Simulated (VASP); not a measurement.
# Al3Si2F (P4mm) in VASP: further runs

One crystal, Al3Si2F, is run at these levels: PBE; tasks: relaxation of cell and atoms.

Everything below comes from runs of VASP 6.6.1. Logs are shortened: lines on timing, memory, paths and dates and some standing lists are left out, and cuts for length are marked.

**1. Starting point**

Symmetry: P4mm, No. 99, tetragonal system. The conventional cell has a = 4.643 Å, b = 4.643 Å, c = 5.034 Å, α = 90.00°, β = 90.00°, γ = 90.00°. Al (site symmetry 2mm) is surrounded by 1 Si at 2.09 Å and 2 F at 2.33 Å. Al (site symmetry 4mm) has 4 Al at 2.52 Å as nearest neighbours. Si (site symmetry 2mm) is surrounded by 1 Al at 2.09 Å. Around F (site symmetry 4mm) lie 4 Al at 2.33 Å.

The cell was built by a generator and needn't be a form met in nature.

**2. Relaxation of cell and atoms, PBE**

Contents of INCAR:

```
PREC = Normal
ENCUT = 520
EDIFF = 1E-4
ISMEAR = 0
SIGMA = 0.15
LREAL = F
LASPH = T
NELM = 60
ALGO = Fast
ISIF = 3
LWAVE = F
LCHARG = F
GGA = PE
IBRION = 2
NSW = 24
EDIFFG = -0.08
KPAR = 2
```

Contents of KPOINTS:

```
Automatic mesh
0
Gamma
  3 3 3
```

Contents of POSCAR:

```
Al3Si2F
1.0
    4.6428216800      0.0000000000      0.0000000000
    0.0000000000      4.6428216800      0.0000000000
    0.0000000000      0.0000000000      5.0339556600
Al Si F
3 2 1
Direct
    0.5000000000      0.0000000000      0.9281303200
    0.0000000000      0.5000000000      0.9281303200
    0.5000000000      0.5000000000      0.1220044600
    0.5000000000      0.0000000000      0.5121000100
    0.0000000000      0.5000000000      0.5121000100
    0.0000000000      0.0000000000      0.9546412600
```

Potentials or basis: VASP PAW PBE potentials, release 64 (Al, Si, F).

Started as:

```bash
cat potpaw_PBE.64/Al/POTCAR potpaw_PBE.64/Si/POTCAR potpaw_PBE.64/F/POTCAR > POTCAR
mpirun -np 2 vasp_std > vasp.out
```

OUTCAR:

```text
PREC = Normal
   ENCUT = 520
   EDIFF = 1E-4
   ISMEAR = 0
   LREAL = F
   LASPH = T
   NELM = 60
   ISIF = 3
   GGA = PE
   IBRION = 2
   NSW = 24
   EDIFFG = -0.08

 ion  position               nearest neighbor table
   1  0.500  0.000  0.928-   4 2.09   6 2.33   6 2.33   3 2.52   3 2.52   4 2.94   2 3.28   2 3.28
                             2 3.28   2 3.28
   2  0.000  0.500  0.928-   5 2.09   6 2.33   6 2.33   3 2.52   3 2.52   5 2.94   1 3.28   1 3.28
                             1 3.28   1 3.28
   3  0.500  0.500  0.122-   1 2.52   2 2.52   1 2.52   2 2.52   4 3.04   4 3.04   5 3.04   5 3.04

   4  0.500  0.000  0.512-   1 2.09   1 2.94   3 3.04   3 3.04
   5  0.000  0.500  0.512-   2 2.09   2 2.94   3 3.04   3 3.04
   6  0.000  0.000  0.955-   1 2.33   2 2.33   2 2.33   1 2.33

  LATTYP: Found a simple tetragonal cell.
 ALAT       =     4.6428216800
 C/A-ratio  =     1.0842448853

  Lattice vectors:

 A1 = (   4.6428216800,   0.0000000000,   0.0000000000)
 A2 = (   0.0000000000,   4.6428216800,   0.0000000000)
 A3 = (   0.0000000000,   0.0000000000,   5.0339556600)

Analysis of symmetry for initial positions (statically):
=====================================================================
 Subroutine PRICEL returns:
 Original cell was already a primitive cell.

 Routine SETGRP: Setting up the symmetry group for a
 simple tetragonal supercell.

 Subroutine GETGRP returns: Found  8 space group operations
 (whereof  8 operations were pure point group operations)
 out of a pool of 16 trial point group operations.

The static configuration has the point symmetry C_4v.

Analysis of symmetry for dynamics (positions and initial velocities):
=====================================================================
 Subroutine PRICEL returns:
 Original cell was already a primitive cell.

 Routine SETGRP: Setting up the symmetry group for a
 simple tetragonal supercell.

 Subroutine GETGRP returns: Found  8 space group operations
 (whereof  8 operations were pure point group operations)
 out of a pool of 16 trial point group operations.

The dynamic configuration has the point symmetry C_4v.

 Subroutine INISYM returns: Found  8 space group operations
 (whereof  8 operations are pure point group operations),
 and found     1 'primitive' translations

----------------------------------------------------------------------------------------

                                     Primitive cell

  volume of cell :     108.5109

  direct lattice vectors                    reciprocal lattice vectors
     4.642821680  0.000000000  0.000000000     0.215386261  0.000000000  0.000000000
     0.000000000  4.642821680  0.000000000     0.000000000  0.215386261  0.000000000
     0.000000000  0.000000000  5.033955660     0.000000000  0.000000000  0.198650935

  length of vectors
     4.642821680  4.642821680  5.033955660     0.215386261  0.215386261  0.198650935

  position of ions in fractional coordinates (direct lattice)
     0.500000000  0.000000000  0.928130320
     0.000000000  0.500000000  0.928130320
     0.500000000  0.500000000  0.122004460
     0.500000000  0.000000000  0.512100010
     0.000000000  0.500000000  0.512100010
     0.000000000  0.000000000  0.954641260

  ion indices of the primitive-cell ions
   primitive index   ion index
                 1           1
                 2           2
                 3           3
                 4           4
                 5           5
                 6           6

----------------------------------------------------------------------------------------

 KPOINTS: Automatic mesh

Automatic generation of k-mesh.
 Grid dimensions read from file:
 generate k-points for:    3    3    3

 Generating k-lattice:

  Cartesian coordinates                     Fractional coordinates (reciprocal lattice)
     0.071795420  0.000000000  0.000000000     0.333333333  0.000000000  0.000000000
     0.000000000  0.071795420  0.000000000     0.000000000  0.333333333  0.000000000
     0.000000000  0.000000000  0.066216978     0.000000000  0.000000000  0.333333333

  Length of vectors
     0.071795420  0.071795420  0.066216978

  Shift w.r.t. Gamma in fractional coordinates (k-lattice)
     0.000000000  0.000000000  0.000000000

 Subroutine IBZKPT returns following result:
 ===========================================

 Found      6 irreducible k-points:

 Following reciprocal coordinates:
            Coordinates               Weight
  0.000000  0.000000  0.000000      1.000000
  0.333333  0.000000  0.000000      4.000000
  0.333333  0.333333  0.000000      4.000000
  0.000000  0.000000  0.333333      2.000000
  0.333333  0.000000  0.333333      8.000000
  0.333333  0.333333  0.333333      8.000000
   k-points           NKPTS =      6   k-points in BZ     NKDIM =      6   number of bands    NBANDS=     16
   number of dos      NEDOS =    301   number of ions     NIONS =      6
   total plane-waves  NPLWV =  21952
   dimension x,y,z NGX =    28 NGY =   28 NGZ =   28
   dimension x,y,z NGXF=    56 NGYF=   56 NGZF=   56
   ions per type =               3   2   1
   NGX,Y,Z   is equivalent  to a cutoff of  10.03, 10.03,  9.25 a.u.
   NGXF,Y,Z  is equivalent  to a cutoff of  20.05, 20.05, 18.49 a.u.
 SYSTEM =  unknown system
   PREC   = normal    normal or accurate (medium, high low for compatibility)
   ISTART =      0    job   : 0-new  1-cont  2-samecut
   ICHARG =      2    charge: 1-file 2-atom 10-const
   ISPIN  =      1    spin polarized calculation?
   LNONCOLLINEAR =      F non collinear calculations
   LSORBIT =      F    spin-orbit coupling
   LASPH  =      T    aspherical Exc in radial PAW
   ENCUT  =  520.0 eV  38.22 Ry    6.18 a.u.   8.63  8.63  9.36*2*pi/ulx,y,z
   NELM   =     60;   NELMIN=  2; NELMDL= -5     # of ELM steps
   EDIFF  = 0.1E-03   stopping-criterion for ELM
   LREAL  =      F    real-space projection
   EDIFFG = -.8E-01   stopping-criterion for IOM
   NSW    =     24    number of steps for IOM
   IBRION =      2    ionic relax: 0-MD 1-quasi-New 2-CG
   NFREE  =      1    steps in history (QN), initial steepest desc. (CG)
   ISIF   =      3    stress and relaxation
   ISYM   =      2    0-nonsym 1-usesym 2-fastsym
   POTIM  = 0.5000    time-step for ionic-motion
   TEBEG  =    0.0;   TEEND  =   0.0 temperature during run
   PSTRESS=    0.0 pullay stress
   NELECT =      24.0000    total number of electrons
   NUPDOWN=      -1.0000    fix difference up-down
   EMIN   =  10.00;   EMAX   =-10.00  energy-range for DOS
   EFERMI =   0.00;   METHOD = LEGACY
   ISMEAR =     0;   SIGMA  =   0.15  broadening in eV -4-tet -1-fermi 0-gaus
   EFERMI_NEDOS =   21; number of points for ismear=-14 and -15
   IALGO  =     68    algorithm
   IMIX   =      4    mixing-type and parameters
     AMIX     =   0.40;   BMIX     =  1.00
     AMIX_MAG =   1.60;   BMIX_MAG =  1.00
  volume/ion in A,a.u.               =      18.09       122.04
  Fermi-wavevector in a.u.,A,eV,Ry     =   0.990043  1.870910 13.336232  0.980185
  Thomas-Fermi vector in A             =   2.121685
   LORBIT       =      0    0 simple, 1 ext, 2 COOP (PROOUT), +10 PAW based schemes
   GGA     = PE    functional components
   LHFCALC =     F    Hartree Fock is set to
   AEXX    =    0.0000 exact exchange contribution
   IVDW    =     0    specifies the selected vdW correction
   LEPSILON=     F    determine dielectric tensor
   LRPA    =     F    only Hartree local field effects (RPA)
 conjugate gradient relaxation of ions
 non-spin polarized calculation
 RMM-DIIS sequential band-by-band and
 Gauss-broadening in eV      SIGMA  =   0.15
  energy-cutoff  :      520.00
  volume of cell :      108.51
 maximum number of plane-waves:      2955
   NGX = 17   NGY = 17   NGZ = 19

--------------------------------------- Ionic step        1  -------------------------------------------

 number of electron      24.0000011 magnetization

 Free energy of the ion-electron system (eV)
  ---------------------------------------------------
  ext. energy  EPLUGINS =         0.00000000
  ---------------------------------------------------
  free energy    TOTEN  =       -22.52803740 eV

  energy without entropy =      -22.50007661  energy(sigma->0) =      -22.51405701

------------------------ aborting loop because EDIFF is reached ----------------------------------------

  FORCE on cell =-STRESS in cart. coord.  units (eV):
  Direction    XX          YY          ZZ          XY          YZ          ZX
  --------------------------------------------------------------------------------------
  -------------------------------------------------------------------------------------
  Total       -2.7686381     -2.7686381     18.2364452      0.0000000      0.0000000      0.0000000
  in kB      -40.8792935    -40.8792935    269.2634305      0.0000000      0.0000000      0.0000000
  external PRESSURE =      62.5016145 kB  Pullay stress =       0.0000000 kB
[... 101 lines left out ...]
  FREE ENERGIE OF THE ION-ELECTRON SYSTEM (eV)
  ---------------------------------------------------
  free  energy   TOTEN  =       -24.4035117804 eV

  energy  without entropy=      -24.3680252014  energy(sigma->0) =      -24.38576849

[... ionic steps 4 to 18 ...]

--------------------------------------- Ionic step       19  -------------------------------------------

 number of electron      24.0000000 magnetization

------------------------ aborting loop because EDIFF is reached ----------------------------------------

  FORCE on cell =-STRESS in cart. coord.  units (eV):
  Direction    XX          YY          ZZ          XY          YZ          ZX
  --------------------------------------------------------------------------------------
  -------------------------------------------------------------------------------------
  Total       -0.0073639     -0.0073639      0.2336386      0.0000000      0.0000000      0.0000000
  in kB       -0.1151195     -0.1151195      3.6524545      0.0000000      0.0000000      0.0000000
  external PRESSURE =       1.1407385 kB  Pullay stress =       0.0000000 kB
[... 65 lines left out ...]
  energy  without entropy=      -25.4676997387  energy(sigma->0) =      -25.48653514

--------------------------------------- Ionic step       21  -------------------------------------------

 number of electron      23.9999995 magnetization

 Free energy of the ion-electron system (eV)
  ---------------------------------------------------
  ext. energy  EPLUGINS =         0.00000000
  ---------------------------------------------------
  free energy    TOTEN  =       -25.50544071 eV

  energy without entropy =      -25.46608703  energy(sigma->0) =      -25.48576387

 E-fermi :   6.5996     XC(G=0):  -9.7686

 val. band max:        6.5441841096   @ k =   0.3333   0.0000   0.3333
 cond. band min:       6.7042054433   @ k =   0.3333   0.0000   0.3333
 fundamental gap:      0.1600213337
 Fermi energy:         6.5996482703

 k-point     1 :       0.0000    0.0000    0.0000
  band No.  band energies     occupation
      1     -19.6047      2.00000
      2      -4.3583      2.00000
      3      -2.1061      2.00000
      4      -2.1061      2.00000
      5      -1.1403      2.00000
      6       0.4986      2.00000
[... 8 lines left out ...]
     15       7.8326      0.00000
     16       9.1523      0.00000
[... 126 lines left out ...]
  FREE ENERGIE OF THE ION-ELECTRON SYSTEM (eV)
  ---------------------------------------------------
  free  energy   TOTEN  =       -25.5054407126 eV

  energy  without entropy=      -25.4660870313  energy(sigma->0) =      -25.48576387

 reached required accuracy - stopping structural energy minimisation
```

Run time: 62 s. Hardware: 2 MPI ranks of Intel Xeon Platinum 8175M at 2.50GHz (Skylake/Cascade Lake), shared host; peak memory 0.16 GiB.

What came out:

```
Free energy                            : -25.5054 eV
Relaxed volume                         : 17.20 Å³/atom
Relaxed cell                           : a = 4.282 Å, b = 4.282 Å, c = 5.628 Å, α = 90.00°, β = 90.00°, γ = 90.00°
Space group after relaxing (to 0.05 Å) : P4mm (No. 99)
Energy gained by relaxing              : 496.2 meV/atom
Ionic steps                            : 21
Pressure after relaxing                : -0.2 GPa
Largest force after relaxing           : 0.073 eV/Å
Band gap on the k mesh                 : none (metal or under the smearing width)
```

Forces in eV/Å, atoms in the order of the input:
```
Al   0.000  0.000  0.002
Al   0.000  0.000  0.002
Al   0.000  0.000  0.073
Si   0.000  0.000 -0.006
Si   0.000  0.000 -0.006
F    0.000  0.000 -0.065
```

The path:
```csv
step,energy change (eV),largest force (eV/Å),pressure (GPa),volume (Å³)
1,0.0000,6.0711,6.25,108.51
2,-1.5571,2.3876,-4.30,118.94
3,-1.8755,2.4048,-4.32,114.31
4,-1.8765,2.4046,-4.08,114.19
5,-1.8769,2.4055,-4.10,113.98
6,-2.3106,2.0964,-1.64,107.58
7,-2.5152,1.1774,5.29,97.07
8,-2.5461,1.3047,2.94,100.01
9,-2.7659,0.3622,0.68,101.72
10,-2.7887,0.3821,0.48,102.48
11,-2.9138,0.3171,-0.45,103.69
12,-2.8133,0.2834,-1.93,106.25
13,-2.9542,0.2826,-1.44,104.69
14,-2.9546,0.2827,-1.34,104.56
15,-2.9720,0.1281,0.64,101.83
16,-2.9723,0.1518,0.35,102.20
17,-2.9762,0.0951,0.12,102.54
18,-2.9764,0.1056,0.10,102.50
19,-2.9764,0.0986,0.11,102.49
20,-2.9773,0.0841,0.00,102.78
21,-2.9774,0.0733,-0.24,103.18
```

Final structure:
```
CELL_PARAMETERS angstrom
4.28167 0.00000 0.00000
0.00000 4.28167 0.00000
0.00000 0.00000 5.62811
ATOMIC_POSITIONS crystal
Al 0.50000 0.00000 0.92379
Al 0.00000 0.50000 0.92379
Al 0.50000 0.50000 0.21686
Si 0.50000 0.00000 0.46889
Si 0.00000 0.50000 0.46889
F 0.00000 0.00000 0.95488
```

Caveat: the k mesh is coarse (spacing up to 0.45 Å⁻¹), so the values aren't converged; the relaxation stopped at a loose force limit of 0.08 eV/Å, so its end isn't a converged minimum.

(Part 1 of 3 ends here.)
